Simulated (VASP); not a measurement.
The cell holds one NiSi2 (fluorite) (110) slab, with vacuum along c, ions free to move until forces fall under 0.03 eV/Å, no reconstruction beyond this cell, dipole correction on.

```xyz
18
Lattice="3.8176 0.0000 0.0000 0.0000 5.3989 0.0000 0.0000 0.0000 26.4219" Properties=species:S:1:pos:R:3 pbc="T T T"
Si     1.9088     1.4248     8.4395
Si     0.0000     1.3438    10.2855
Si     3.8176     4.0551    10.2855
Si     1.9088     3.9741     8.4395
Si     1.9088     1.3457    12.2953
Si     0.0000     1.3537    14.1266
Si     0.0000     4.0451    14.1266
Si     1.9088     4.0532    12.2953
Si     1.9088     1.3557    16.1364
Si     3.8176     1.2746    17.9824
Si     0.0000     4.1243    17.9824
Si     1.9088     4.0432    16.1364
Ni     0.0000     5.3989     8.4640
Ni     1.9088     2.6994    10.4620
Ni     0.0000     5.3989    12.2037
Ni     1.9088     2.6994    14.2182
Ni     0.0000     5.3989    15.9599
Ni     1.9088     2.6994    17.9579
```

Calculation: PBEsol GGA, VASP's PBE PAW potentials (set 64) (plane waves; VASP 6.6.1). Settings: 400 eV cut-off, 7×5×1 Γ-centred mesh, first-order Methfessel-Paxton smearing of 0.10 eV, potentials Si Ni.

Slab and bulk use different k-meshes, so the surface energy is good to a few per cent at best.

```
Item                                                        Result
------------------------  ----------------------------------------
surface energy                                           1.33 J/m²
work function                                              4.61 eV
band gap (on the k-mesh)  none (metal, semimetal or under 0.01 eV)
```

The cell is a thin slab with vacuum, built from NiSi2 (fluorite): (110) face. The run is not spin-polarised, so no magnetic state was tried.
